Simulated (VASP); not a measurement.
# CeS2 (space group P4/nmm): computed properties

The numbers are results of PBEsol GGA, VASP's PBE PAW potentials (set 64) (plane waves; VASP), not measurements.

| Property | Value |
|---|---|
| space group | P4/nmm (129) |
| cell | a = 4.0041 Å, b = 4.0041 Å, c = 7.5147 Å, α = 90.00°, β = 90.00°, γ = 90.00° |
| volume per atom | 20.08 Å³/atom |
| band gap (over mesh and band path) | none (metal, semimetal or under 0.01 eV) |
| density | 5.63 g/cm³ |

```
CELL_PARAMETERS angstrom
      4.00407     0.00000     0.00000
      0.00000     4.00407     0.00000
      0.00000     0.00000     7.51474
ATOMIC_POSITIONS crystal
  Ce 0.00000 0.50000 0.73898
  Ce 0.50000 0.00000 0.26102
  S  0.00000 0.50000 0.36285
  S  0.50000 0.00000 0.63715
  S  0.00000 0.00000 0.00000
  S  0.50000 0.50000 0.00000
```

The structure comes from a computed database's CeS2 entry (P4/nmm); how it stands against other phases isn't given here. It was relaxed first, which changed the volume by -6 %. Symmetry was kept, so distortions that lower it aren't found. The run is not spin-polarised, so no magnetic state was tried.
